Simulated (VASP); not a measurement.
Level of theory: HSE06 screened hybrid, VASP's PBE PAW potentials (set 64) (plane waves; VASP).

VASP input:

**POSCAR**
```
C31NSi31
1
    8.7583314357     0.0000000000     0.0000000000
    0.0000000000     8.7583314357     0.0000000000
    0.0000000000     0.0000000000     8.7583314357
Si C N
31 31 1
Direct
  0.4997585998   0.0007162711   0.0005158754
  0.7474011637   0.2496512860   0.0017656172
  0.7473375747   0.0019030316   0.2494291177
  0.9993091238   0.9999711673   0.9999028036
  0.2507145823   0.2498799858   0.0005378244
  0.4996759162   0.4974112264   0.0017772868
  0.7496087561   0.7495755351   0.0007915851
  0.2506481628   0.0007008399   0.2499173810
  0.7484435363   0.4985719100   0.2550832487
  0.4996157482   0.0017836845   0.4974956006
  0.7484153132   0.2552127872   0.4983261718
  0.7495790094   0.0009889399   0.7494705252
  0.9994853075   0.4996016315   0.0008156687
  0.2499205183   0.7492412739   0.9999141288
  0.0000470979   0.2499833559   0.2498138188
  0.2519764554   0.4973657043   0.2494414385
  0.4999464391   0.7501059066   0.2498161128
  0.9993049483   0.0009681306   0.4994315801
  0.2518218873   0.2495444839   0.4974721008
  0.5050587014   0.4985760921   0.4984044364
  0.7500884260   0.7503135685   0.5000006147
  0.2498524326   0.9998967740   0.7491102431
  0.4999432123   0.2500261084   0.7499114350
  0.7500781402   0.5001069311   0.7501242780
  0.9995042575   0.7494796114   0.2501691925
  0.0003434729   0.5000167247   0.4999419292
  0.2508236605   0.7495185392   0.4995002472
  0.9994219543   0.2503093988   0.7494347190
  0.2508585203   0.4996390225   0.7494860621
  0.5002512409   0.7494880914   0.7494617148
  0.9999980495   0.7500594270   0.7498955157
  0.6361621923   0.1119291236   0.1117077490
  0.8724724733   0.3750774568   0.1274691618
  0.8724089759   0.1276062297   0.3748188936
  0.1243715978   0.1244259512   0.1243432675
  0.3621126563   0.3861740434   0.1117480294
  0.6250311192   0.6226204869   0.1274059751
  0.8754300987   0.8739745838   0.1251207429
  0.3618204245   0.1117308637   0.3865489596
  0.8755196507   0.6255115952   0.3752739028
  0.6250199839   0.1275731130   0.6224631111
  0.8755058944   0.3753905640   0.6253302195
  0.8754070899   0.1252732177   0.8739517838
  0.1239741449   0.6253207169   0.1251810029
  0.3743336341   0.8743896956   0.1243530720
  0.1250770385   0.3751951105   0.3751321281
  0.3774880360   0.6225950584   0.3748458587
  0.6253042886   0.8750025564   0.3751512125
  0.1237583817   0.1252198273   0.6253346540
  0.3774594920   0.3750666054   0.6224924339
  0.6253489660   0.6255785727   0.6254096355
  0.8748229043   0.8754962147   0.6248422160
  0.3743234770   0.1244119379   0.8740934652
  0.6253280315   0.3753145787   0.8748207230
  0.8749043359   0.6249514191   0.8752917054
  0.1233445762   0.8734785605   0.3746048925
  0.1253941398   0.6249001972   0.6247960819
  0.3752016948   0.8738480797   0.6253781636
  0.1234207621   0.3746756169   0.8734097666
  0.3752513705   0.6254072471   0.8739524947
  0.6246299243   0.8735160537   0.8733824740
  0.1247365503   0.8747468602   0.8746915704
  0.6420758857   0.3923214216   0.3921003793
```

### KPOINTS
```
Automatic mesh
0
Gamma
1 1 1
0 0 0
```

### INCAR
```
SYSTEM  =  C31NSi31
PREC  =  Normal; ENCUT  =  400; LREAL  =  Auto
LASPH  =  .TRUE.; ISYM  =  0; NELECT  =  254.0
EDIFF  =  1E-5; NELM  =  50; NELMIN  =  4
ALGO  =  Normal
ISMEAR  =  0; SIGMA  =  0.05
GGA  =  PE; LHFCALC  =  .TRUE.; AEXX  =  0.25
HFSCREEN  =  0.2; PRECFOCK  =  Fast
ISIF  =  0
LWAVE  =  .FALSE.; LCHARG  =  .FALSE.
```

POTCAR, in this order: Si C N (PBE.64 set). Program: vasp_gam. Read from the step before: WAVECAR.

What VASP printed:

### OUTCAR
```
 ion  position               nearest neighbor table
   1  0.500  0.001  0.001-  32 1.82  53 1.90  45 1.90  61 1.92   3 3.07   2 3.08   5 3.09   8 3.09
                            17 3.10  23 3.10  12 3.10   7 3.10  22 3.10  14 3.10  30 3.11
   2  0.747  0.250  0.002-  32 1.83  54 1.89  33 1.90  43 1.92   3 3.07   6 3.07   1 3.08  23 3.09
                            15 3.10  12 3.10   4 3.11  13 3.11  24 3.11   9 3.11  28 3.12
   3  0.747  0.002  0.249-  32 1.83  48 1.89  34 1.90  38 1.92   2 3.07  10 3.07   1 3.07  17 3.09
                            15 3.10   7 3.10   4 3.11  18 3.11  21 3.11  11 3.11  25 3.12
   4  0.999  1.000  1.000-  35 1.89  38 1.90  43 1.90  62 1.90  31 3.10  15 3.10   7 3.10  12 3.10
                            25 3.10  28 3.10   5 3.10  22 3.10  14 3.10   8 3.10   3 3.11   2 3.11
   5  0.251  0.250  0.001-  36 1.82  53 1.90  35 1.90  59 1.92  16 3.07   6 3.07   1 3.09   8 3.09
                            23 3.10  15 3.10  29 3.10  13 3.10   4 3.10  22 3.11  28 3.11
   6  0.500  0.497  0.002-  36 1.82  54 1.90  37 1.90  60 1.92  16 3.07   2 3.07   5 3.07  23 3.09
                            17 3.10  29 3.10  14 3.11  24 3.11   9 3.11   7 3.11  30 3.12
   7  0.750  0.750  0.001-  38 1.89  55 1.90  61 1.90  37 1.91  17 3.09  25 3.09  13 3.10   4 3.10
                            24 3.10  30 3.10   3 3.10   1 3.10  31 3.10   6 3.11  12 3.11   9 3.13
   8  0.251  0.001  0.250-  39 1.82  45 1.90  35 1.90  56 1.92  19 3.07  10 3.08   1 3.09   5 3.09
                            15 3.10  17 3.10  27 3.10  18 3.10   4 3.10  14 3.11  25 3.11
   9  0.748  0.499  0.255-  63 1.78  40 1.89  33 1.90  37 1.90  11 3.01  20 3.01  21 3.08  26 3.08
                            17 3.10  15 3.10  25 3.11   6 3.11   2 3.11   7 3.13  13 3.13
  10  0.500  0.002  0.497-  39 1.82  48 1.90  41 1.90  58 1.92  19 3.07   3 3.07   8 3.08  17 3.09
                            23 3.10  27 3.10  22 3.11  12 3.11  21 3.11  11 3.11  30 3.12
  11  0.748  0.255  0.498-  63 1.78  42 1.89  34 1.90  41 1.90   9 3.01  20 3.01  24 3.08  26 3.08
                            23 3.10  15 3.10  28 3.11   3 3.11  10 3.11  18 3.13  12 3.13
  12  0.750  0.001  0.749-  43 1.89  52 1.90  61 1.90  41 1.91  23 3.09  28 3.09  18 3.10  21 3.10
                             4 3.10  30 3.10   1 3.10   2 3.10  31 3.10  10 3.11   7 3.11  11 3.13
...
```

**OSZICAR**
```
       N       E                     dE             d eps       ncg     rms          rms(c)
DAV:   1    -0.535445442718E+03   -0.53545E+03   -0.97730E+00   320   0.783E+00    0.146E+01
DAV:   2    -0.535512902047E+03   -0.67459E-01   -0.30494E-01   344   0.128E+00    0.108E+01
DAV:   3    -0.535496756551E+03    0.16145E-01   -0.23770E-02   376   0.323E-01    0.631E+00
DAV:   4    -0.535489724709E+03    0.70318E-02   -0.17459E-02   392   0.392E-01    0.373E+00
DAV:   5    -0.535485896261E+03    0.38284E-02   -0.13399E-01   408   0.643E-01    0.232E+00
DAV:   6    -0.535506291319E+03   -0.20395E-01   -0.78223E-02   392   0.874E-01    0.237E+00
DAV:   7    -0.535411390616E+03    0.94901E-01   -0.84905E-01   432   0.226E+00    0.220E+00
DAV:   8    -0.535661426556E+03   -0.25004E+00   -0.31810E-01   400   0.184E+00    0.360E+00
DAV:   9    -0.535296727867E+03    0.36470E+00   -0.39677E+00   440   0.402E+00    0.321E+00
DAV:  10    -0.535759931453E+03   -0.46320E+00   -0.14499E+00   416   0.288E+00    0.348E+00
DAV:  11    -0.535341099746E+03    0.41883E+00   -0.32999E+00   416   0.418E+00    0.311E+00
DAV:  12    -0.535889455386E+03   -0.54836E+00   -0.59377E+00   368   0.332E+00    0.509E+00
DAV:  13    -0.535286634668E+03    0.60282E+00   -0.64679E+00   408   0.525E+00    0.436E+00
DAV:  14    -0.535578380047E+03   -0.29175E+00   -0.50273E+00   368   0.450E+00    0.389E+00
DAV:  15    -0.535759391660E+03   -0.18101E+00   -0.72930E+00   384   0.443E+00    0.492E+00
DAV:  16    -0.535642801534E+03    0.11659E+00   -0.10088E+01   384   0.537E+00    0.547E+00
DAV:  17    -0.535362978178E+03    0.27982E+00   -0.58089E+00   368   0.541E+00    0.373E+00
DAV:  18    -0.535769010706E+03   -0.40603E+00   -0.68648E+00   360   0.439E+00    0.465E+00
DAV:  19    -0.535736979108E+03    0.32032E-01   -0.96585E+00   400   0.511E+00    0.535E+00
DAV:  20    -0.535466707457E+03    0.27027E+00   -0.80249E+00   384   0.556E+00    0.466E+00
DAV:  21    -0.535515111193E+03   -0.48404E-01   -0.47783E+00   368   0.482E+00    0.379E+00
DAV:  22    -0.535860865575E+03   -0.34575E+00   -0.95136E+00   376   0.452E+00    0.543E+00
DAV:  23    -0.535525993045E+03    0.33487E+00   -0.92456E+00   392   0.563E+00    0.502E+00
DAV:  24    -0.535474882452E+03    0.51111E-01   -0.59959E+00   376   0.520E+00    0.393E+00
DAV:  25    -0.535730106977E+03   -0.25522E+00   -0.61867E+00   376   0.445E+00    0.460E+00
DAV:  26    -0.535740171409E+03   -0.10064E-01   -0.10797E+01   360   0.516E+00    0.566E+00
DAV:  27    -0.535385897904E+03    0.35427E+00   -0.72343E+00   384   0.566E+00    0.416E+00
DAV:  28    -0.535648716736E+03   -0.26282E+00   -0.56949E+00   368   0.460E+00    0.416E+00
DAV:  29    -0.535802367399E+03   -0.15365E+00   -0.88487E+00   384   0.470E+00    0.527E+00
DAV:  30    -0.535524458669E+03    0.27791E+00   -0.92144E+00   392   0.556E+00    0.513E+00
DAV:  31    -0.535428961248E+03    0.95497E-01   -0.53065E+00   368   0.517E+00    0.367E+00
DAV:  32    -0.535814366329E+03   -0.38541E+00   -0.76638E+00   368   0.438E+00    0.495E+00
DAV:  33    -0.535666056630E+03    0.14831E+00   -0.10030E+01   384   0.539E+00    0.539E+00
DAV:  34    -0.535423012713E+03    0.24304E+00   -0.69216E+00   376   0.551E+00    0.419E+00
DAV:  35    -0.535638362457E+03   -0.21535E+00   -0.53708E+00   376   0.457E+00    0.417E+00
DAV:  36    -0.535823066438E+03   -0.18470E+00   -0.10110E+01   400   0.479E+00    0.553E+00
DAV:  37    -0.535457862484E+03    0.36520E+00   -0.84841E+00   392   0.566E+00    0.475E+00
DAV:  38    -0.535511578253E+03   -0.53716E-01   -0.53540E+00   376   0.497E+00    0.384E+00
DAV:  39    -0.535801882319E+03   -0.29030E+00   -0.77083E+00   384   0.446E+00    0.502E+00
DAV:  40    -0.535634320686E+03    0.16756E+00   -0.10204E+01   384   0.545E+00    0.542E+00
DAV:  41    -0.535398846116E+03    0.23547E+00   -0.62930E+00   376   0.544E+00    0.391E+00
DAV:  42    -0.535716770707E+03   -0.31792E+00   -0.61286E+00   368   0.446E+00    0.446E+00
DAV:  43    -0.535773331545E+03   -0.56561E-01   -0.10062E+01   384   0.500E+00    0.550E+00
DAV:  44    -0.535446320506E+03    0.32701E+00   -0.81514E+00   392   0.564E+00    0.462E+00
DAV:  45    -0.535536025643E+03   -0.89705E-01   -0.51322E+00   376   0.485E+00    0.385E+00
DAV:  46    -0.535833781562E+03   -0.29776E+00   -0.86137E+00   384   0.450E+00    0.523E+00
DAV:  47    -0.535565040668E+03    0.26874E+00   -0.96426E+00   400   0.555E+00    0.525E+00
DAV:  48    -0.535427128591E+03    0.13791E+00   -0.59843E+00   384   0.531E+00    0.385E+00
DAV:  49    -0.535742513820E+03   -0.31539E+00   -0.64181E+00   360   0.443E+00    0.460E+00
DAV:  50    -0.535751482169E+03   -0.89683E-02   -0.10418E+01   368   0.512E+00
   1 F= -.53575148E+03 E0= -.53575148E+03  d E =-.466287E-11
```

File OUTCAR:
```
------------------------ aborting loop EDIFF was not reached (unconverged)  ----------------------------
  volume of cell :      671.84
      direct lattice vectors                 reciprocal lattice vectors
     8.758331436  0.000000000  0.000000000     0.114176999  0.000000000  0.000000000
     0.000000000  8.758331436  0.000000000     0.000000000  0.114176999  0.000000000
     0.000000000  0.000000000  8.758331436     0.000000000  0.000000000  0.114176999
  FREE ENERGIE OF THE ION-ELECTRON SYSTEM (eV)
  ---------------------------------------------------
  free  energy   TOTEN  =      -535.7514821694 eV

  energy  without entropy=     -535.7514821694  energy(sigma->0) =     -535.75148217

  exchange ACFDT corr.  =         0.00000000  see jH, gK, PRB 81, 115126
```
(Selected blocks of OUTCAR.)

File stdout:
```
...
DAV:  31    -0.535428961248E+03    0.95497E-01   -0.53065E+00   368   0.517E+00    0.367E+00
DAV:  32    -0.535814366329E+03   -0.38541E+00   -0.76638E+00   368   0.438E+00    0.495E+00
DAV:  33    -0.535666056630E+03    0.14831E+00   -0.10030E+01   384   0.539E+00    0.539E+00
DAV:  34    -0.535423012713E+03    0.24304E+00   -0.69216E+00   376   0.551E+00    0.419E+00
DAV:  35    -0.535638362457E+03   -0.21535E+00   -0.53708E+00   376   0.457E+00    0.417E+00
DAV:  36    -0.535823066438E+03   -0.18470E+00   -0.10110E+01   400   0.479E+00    0.553E+00
DAV:  37    -0.535457862484E+03    0.36520E+00   -0.84841E+00   392   0.566E+00    0.475E+00
DAV:  38    -0.535511578253E+03   -0.53716E-01   -0.53540E+00   376   0.497E+00    0.384E+00
DAV:  39    -0.535801882319E+03   -0.29030E+00   -0.77083E+00   384   0.446E+00    0.502E+00
DAV:  40    -0.535634320686E+03    0.16756E+00   -0.10204E+01   384   0.545E+00    0.542E+00
DAV:  41    -0.535398846116E+03    0.23547E+00   -0.62930E+00   376   0.544E+00    0.391E+00
DAV:  42    -0.535716770707E+03   -0.31792E+00   -0.61286E+00   368   0.446E+00    0.446E+00
DAV:  43    -0.535773331545E+03   -0.56561E-01   -0.10062E+01   384   0.500E+00    0.550E+00
DAV:  44    -0.535446320506E+03    0.32701E+00   -0.81514E+00   392   0.564E+00    0.462E+00
DAV:  45    -0.535536025643E+03   -0.89705E-01   -0.51322E+00   376   0.485E+00    0.385E+00
DAV:  46    -0.535833781562E+03   -0.29776E+00   -0.86137E+00   384   0.450E+00    0.523E+00
DAV:  47    -0.535565040668E+03    0.26874E+00   -0.96426E+00   400   0.555E+00    0.525E+00
DAV:  48    -0.535427128591E+03    0.13791E+00   -0.59843E+00   384   0.531E+00    0.385E+00
DAV:  49    -0.535742513820E+03   -0.31539E+00   -0.64181E+00   360   0.443E+00    0.460E+00
DAV:  50    -0.535751482169E+03   -0.89683E-02   -0.10418E+01   368   0.512E+00

 -----------------------------------------------------------------------------
|                                                                             |
|           W    W    AA    RRRRR   N    N  II  N    N   GGGG   !!!           |
|           W    W   A  A   R    R  NN   N  II  NN   N  G    G  !!!           |
|           W    W  A    A  R    R  N N  N  II  N N  N  G       !!!           |
|           W WW W  AAAAAA  RRRRR   N  N N  II  N  N N  G  GGG   !            |
|           WW  WW  A    A  R   R   N   NN  II  N   NN  G    G                |
|           W    W  A    A  R    R  N    N  II  N    N   GGGG   !!!           |
|                                                                             |
|     The electronic self-consistency was not achieved in the given           |
|     number of steps (NELM). The forces and other quantities evaluated       |
|     might not be reliable so examine the results carefully. If you find     |
|     spurious results, we suggest increasing NELM, if you were close to      |
|     convergence or switching to a different ALGO or adjusting the           |
|     density mixing parameters otherwise.                                    |
|                                                                             |
 -----------------------------------------------------------------------------

   1 F= -.53575148E+03 E0= -.53575148E+03  d E =-.466287E-11
```

The run did not converge; its last values are not results.

The cell is charged, with a uniform compensating background. The supercell is sampled at Γ alone, which is coarse: total energies, pressure and levels can be off, energies of defects by several tenths of an eV.

The cell is a supercell with a defect, built from SiC (zinc blende): N_C-vac_Si, charge -1. The cell's shape comes from a PBE relaxation. The run is not spin-polarised, so no state with unpaired spins was tried.
